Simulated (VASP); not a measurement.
A run of VASP 6.6.1:

Contents of INCAR:

```
PREC = Accurate
ENCUT = 600
EDIFF = 1E-6
ISMEAR = -1
SIGMA = 0.05
LREAL = False
LASPH = True
NELM = 80
ALGO = Normal
ISIF = 3
LWAVE = False
LCHARG = False
GGA = PS
IBRION = 2
NSW = 40
EDIFFG = -0.01
KPAR = 4
```

File KPOINTS:

```
regular mesh
0
Gamma
  5 5 4
```

The input POSCAR:

```
Hf2Pd2Se2Br2O3
1.0
    5.7606900000      0.0049600000     -0.0028600000
   -0.5275000000      5.8466400000      0.0341300000
   -1.4843500000     -0.9264200000      6.6458600000
Hf Pd Se Br O
2 2 2 2 3
Direct
    0.7454000000      0.3960200000      0.3498900000
    0.2876300000      0.4532200000      0.5940100000
    0.9085400000      0.1329400000      0.8484900000
    0.2524900000      0.9032300000      0.3587400000
    0.6346900000      0.4035500000      0.9371600000
    0.6259700000      0.7817400000      0.5302300000
    0.8527300000      0.9908900000      0.1535500000
    0.2252600000      0.8208400000      0.8622300000
    0.9604000000      0.2892500000      0.5902600000
    0.4323300000      0.2452400000      0.4086400000
    0.0745700000      0.5830800000      0.3668200000
```

Potentials or basis: VASP PAW PBE potentials, release 64 (Hf_pv, Pd, Se, Br, O).

Run with:

```console
$ cat potpaw_PBE.64/Hf_pv/POTCAR potpaw_PBE.64/Pd/POTCAR potpaw_PBE.64/Se/POTCAR potpaw_PBE.64/Br/POTCAR potpaw_PBE.64/O/POTCAR > POTCAR
$ mpirun -np 4 vasp_std > vasp.out
```

Hardware: 4 MPI ranks on Intel(R) Xeon(R) 6975P-C (Granite Rapids) (shared host).

Question: Estimate the wall time of this run.

Answer: It took 34 min on 4 MPI ranks on Intel(R) Xeon(R) 6975P-C (Granite Rapids), with other jobs on the host, peak memory 0.88 GiB a rank. Counts: scf iterations 184, k points 51, ion steps 27.
